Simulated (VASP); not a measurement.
A convergence study with VASP on VN (rock salt): one setting is varied, all else stays as given below, so the limit is that of these other settings. Each run relaxes cell and ions from the cell shown.

```
CELL_PARAMETERS angstrom
      0.00000     2.07000     2.07000
      2.07000     0.00000     2.07000
      2.07000     2.07000     0.00000
ATOMIC_POSITIONS crystal
  V  0.00000 0.00000 0.00000
  N  0.50000 0.50000 0.50000
```

The numbers are results of PBE GGA, VASP's PBE PAW potentials (set 64) (plane waves; VASP 6.6.1), not measurements. The tightest run used: 700 eV cut-off, 20×20×20 Γ-centred mesh, first-order Methfessel-Paxton smearing of 0.10 eV, potentials V_sv N.

### Question
The settings run are 2×2×2 mesh; 3×3×3 mesh; 4×4×4 mesh; 5×5×5 mesh; 6×6×6 mesh; 7×7×7 mesh; 8×8×8 mesh; 9×9×9 mesh; 10×10×10 mesh; 11×11×11 mesh; 12×12×12 mesh; 14×14×14 mesh; 15×15×15 mesh; 16×16×16 mesh; 17×17×17 mesh; 18×18×18 mesh; 19×19×19 mesh; 20×20×20 mesh. From which on does the relaxed volume stay within 0.1 Å³/atom of the tightest run?

### Answer
From 4×4×4 mesh on: it is off by 0.001 there and by no more than 0.1 in any finer run, while 3×3×3 mesh is off by 0.145.
| setting | relaxed volume (Å³/atom) | E (eV/atom) | irreducible k-points | difference judged (Å³/atom) |
|---|---|---|---|---|
| 2×2×2 mesh | 8.756 | -9.4716 | 3 | 0.020 |
| 3×3×3 mesh | 8.882 | -9.4912 | 4 | 0.145 |
| 4×4×4 mesh | 8.735 | -9.6627 | 8 | 0.001 |
| 5×5×5 mesh | 8.717 | -9.6814 | 10 | 0.019 |
| 6×6×6 mesh | 8.763 | -9.6295 | 16 | 0.027 |
| 7×7×7 mesh | 8.735 | -9.6563 | 20 | 0.001 |
| 8×8×8 mesh | 8.738 | -9.6506 | 29 | 0.001 |
| 9×9×9 mesh | 8.740 | -9.6491 | 35 | 0.004 |
| 10×10×10 mesh | 8.733 | -9.6571 | 47 | 0.003 |
| 11×11×11 mesh | 8.736 | -9.6528 | 56 | 0.000 |
| 12×12×12 mesh | 8.736 | -9.6551 | 72 | 0.001 |
| 14×14×14 mesh | 8.738 | -9.6521 | 104 | 0.001 |
| 15×15×15 mesh | 8.736 | -9.6529 | 120 | 0.000 |
| 16×16×16 mesh | 8.736 | -9.6536 | 145 | 0.001 |
| 17×17×17 mesh | 8.737 | -9.6521 | 165 | 0.001 |
| 18×18×18 mesh | 8.735 | -9.6544 | 195 | 0.001 |
| 19×19×19 mesh | 8.736 | -9.6528 | 220 | 0.000 |
| 20×20×20 mesh | 8.736 | -9.6534 | 256 | 0.000 |

VASP warned of too few bands at 2×2×2 mesh; 3×3×3 mesh; 4×4×4 mesh; 5×5×5 mesh; 6×6×6 mesh; 7×7×7 mesh; 8×8×8 mesh; 9×9×9 mesh; 10×10×10 mesh; 11×11×11 mesh; 12×12×12 mesh; 14×14×14 mesh; 15×15×15 mesh; 16×16×16 mesh; 17×17×17 mesh; 18×18×18 mesh; 19×19×19 mesh; 20×20×20 mesh.

Left out are rungs that failed or repeat a setting and relaxations that didn't move; long series are thinned to 24 rows.

The compound is VN in the rock salt structure, which distorts at low temperature. The run is not spin-polarised, so no magnetic state was tried. VASP warned that the highest band is occupied, so more bands are needed.
